**ZnS, wurtzite: is the top line the longitudinal mode?**

A phonon frequency is the rate at which the atoms of a crystal vibrate together in one fixed pattern. Here it comes from the harmonic force constants, that is, from the forces which density-functional theory (LDA) finds when atoms are slightly displaced. The column "phonon q row" points to the wave vector, which is zero for the whole list, so every unit cell moves alike. The frequencies are given as wavenumbers in cm⁻¹.

Harmonic phonon frequencies of wurtzite ZnS at zero wave vector, calculated with VASP 6.6.1 in the LDA with PAW potentials, at the supplied geometry. The plane-wave cutoff is 520 eV, the k mesh 8×8×5 and the Fermi–Dirac smearing width 0.05 eV. Imaginary frequencies are given as negative numbers.

```csv
row,phonon q row (row),phonon frequency (cm⁻¹)
1,1,-0.4
2,1,-0.4
3,1,0.0
4,1,77.2
5,1,77.2
6,1,175.0
7,1,225.6
8,1,286.4
9,1,286.4
10,1,289.0
11,1,289.0
12,1,301.5
```

The first three rows are shifts of the whole crystal. Such a shift costs no energy, and the small negative values are numerical noise. The question concerns the other end of the list, row 12 at 301.5 cm⁻¹. In a polar crystal the longitudinal optical mode lies above its transverse partner, so it is tempting to read the highest line as longitudinal.

**The tempting answer**

In a polar mode the Zn and S atoms move against each other and create an electric dipole. Consider a very long wave in which this motion runs along the direction of travel. Charge then piles up in sheets across the crystal, and the resulting field pulls the atoms back. This extra spring makes the longitudinal mode stiffer than the transverse one, in which no such sheets form.

The size of the extra spring follows in a few steps. Let Z be the Born charge, the dipole change per displacement in units of the elementary charge e. Two ZnS units in a cell of volume V, displaced by u, give a polarisation 2Zeu/V, and the electrons screen its field by their dielectric constant ε∞. The restoring force per unit of displacement is therefore 8πZ²e²/(Vε∞) in Gaussian units. Without charge it vanishes, and with perfect screening it vanishes too; in both limits the longitudinal and transverse frequencies coincide.

The same charges also determine how strongly the ions respond to a static field. With M the reduced mass of Zn and S, and ω the transverse frequency, the ionic part of the dielectric constant is

ε(ion) = 8πZ²e² / (V M ω²).

Combining the two expressions gives

ω(longitudinal) = ω(transverse) × √(1 + ε(ion)/ε∞).

For motion along the hexagonal axis c, take row 7 as the transverse mode, a choice tested below. The calculated ε(ion) is 4.77 and ε∞ is about 6.2, so the root is √1.77 = 1.33. The estimate is 225.6 × 1.33 ≈ 300 cm⁻¹. It falls within about one wavenumber of row 12, which makes the tempting answer look confirmed.

**Counting the patterns**

The cell holds two Zn and two S atoms, so there are four independent patterns of motion along c. In one, all atoms move together; this is the acoustic mode. In another, both Zn atoms move against both S atoms, and their dipoles add. In the remaining two, atoms of the same element move in opposite directions, and the dipoles cancel. These two are called silent, because they appear in neither ordinary infrared nor Raman spectra.

Motion in the plane perpendicular to c comes in pairs of equal frequency, so the single lines in rows 6, 7 and 12 belong to motion along c. They must be one polar mode and two silent ones. The polar pattern can contribute only one frequency to a list, either with the long-range field or without it. If row 7 is its transverse frequency, row 12 cannot be its longitudinal frequency. The remaining task is to find out which of the three lines carries the dipole.

**Letting the dielectric response decide**

Symmetry fixes the polar pattern completely: the two elements move as rigid sublattices about a fixed centre of mass. The formula for ε(ion) can therefore be applied to each candidate without an adjustable constant. Row 7 gives 4.77, as the calculated response requires. Row 12 would give only 2.67, and row 6 would give 7.9.

This settles the choice between the three readings. Row 12 is not the transverse polar mode, because it would make the crystal respond far too weakly along c. To save the longitudinal reading, row 7 would have to be a silent mode that happens to sit exactly where the response demands a polar one. Row 12 is a silent mode.

Its closeness to the longitudinal estimate is still not pure chance. In the upper silent mode, neighbouring layers are expected to carry opposite dipoles along c. These cancel over the whole cell, but within each layer a field still pulls the atoms back, much as in the longitudinal mode. The two frequencies should therefore lie near each other; only the agreement to about one wavenumber is accidental.

Motion in the plane perpendicular to c provides a control. Two pairs of lines lie close together there, at 286.4 and 289.0 cm⁻¹, and their frequencies alone do not tell which pair is polar. The lower pair reproduces the calculated in-plane response to about 0.1 %, while the upper pair falls about 2 % short. The analysis printed below lists these comparisons for the individual lines.

The agreement has a definite meaning. The ionic response is calculated from the Born charges and from the same force constants that produce the frequencies. The match therefore identifies modes within this calculation; it does not show how well the LDA describes real ZnS.

For infrared work the distinction has a practical side. A polar crystal reflects strongly between its transverse and longitudinal frequencies. For an electric field in the plane, the estimate puts the upper edge of that band near 343 cm⁻¹, above every line in the table. Taking the highest listed line as the upper edge would cut this band short.

**Why the polar mode along c is so low**

The identification exposes a second feature. The transverse polar mode lies at 225.6 cm⁻¹ along c but at 286.4 cm⁻¹ in the plane, although the same masses move in both. The long-range field cannot be responsible, since it is absent from both frequencies. With equal masses, the squared frequencies compare the effective springs directly, and the spring along c is about 38 % softer.

The stronger dielectric response along c could suggest that a larger charge is the main difference. The formula separates the two influences. The response along c is 1.79 times that in the plane; the squared charges supply a factor of 1.11 and the squared frequencies a factor of 1.61. Most of the difference thus comes from the softer spring.

Cubic zinc blende, the neighbouring structure of the same compound, provides a useful limit. Its three directions are equivalent, so the transverse polar modes have one common frequency. Its primitive cell holds only one Zn and one S atom, so there are no silent modes to mistake for a longitudinal one. Wurtzite keeps similar fourfold coordination but permits the bond along c to differ from the other three.

The geometry suggests that it does differ here. Four equal Zn–S bonds in this cell would measure 2.335 Å, whereas the shortest contact is 2.314 Å. If the three inclined bonds have that shorter length, the bond along c is stretched to about 2.40 Å. Motion along c pulls directly on this bond, and a longer bond is normally a weaker spring.

That explanation fits the softening but remains untested. The shortest contact could instead be the bond along c, with the other three near 2.34 Å, and a slightly shortened bond would be expected to stiffen the mode. The atoms were held at their supplied positions rather than relaxed. Relaxing them and repeating the phonon calculation would show whether the large difference survives.

Until then, the difference between the two directions should not be used as a property of ordinary wurtzite ZnS. In measured spectra the two transverse polar modes nearly coincide. The assignment of the lines stands on firmer ground, because it uses the charges, response and frequencies of one and the same structure. For another polar crystal the order of work is the same: count the patterns, find the line that carries the dipole, and only then add the long-range field.

Printed output of the fit:

```
calculated ionic dielectric response along c: 4.769
response along c if row 6 were the polar singlet: 7.925
response along c if row 7 were the polar singlet: 4.768
response along c if row 12 were the polar singlet: 2.67
calculated ionic dielectric response in the plane: 2.663
response in the plane if rows 8 and 9 were the polar doublet: 2.66
response in the plane if rows 10 and 11 were the polar doublet: 2.613
transverse frequency along c implied by the response, less row 7 (1/cm): -0.0157
transverse frequency in the plane implied by the response, less row 8 (1/cm): -0.1132
estimated longitudinal frequency along c (1/cm): 300.3
estimated longitudinal frequency along c, less row 12 (1/cm): -1.196
estimated longitudinal frequency in the plane (1/cm): 342.9
transverse gap, plane less c (1/cm): 60.8
longitudinal gap, plane less c (1/cm): 42.58
ratio of ionic responses, c over plane: 1.791
part of that ratio from the squared Born charges: 1.112
part of that ratio from the squared frequencies: 1.612
effective spring along c over that in the plane: 0.6205
bond length if all four bonds were equal in this cell (angstrom): 2.335
bond along c if the other three have the listed contact (angstrom): 2.401
other three bonds if the bond along c has the listed contact (angstrom): 2.342
```
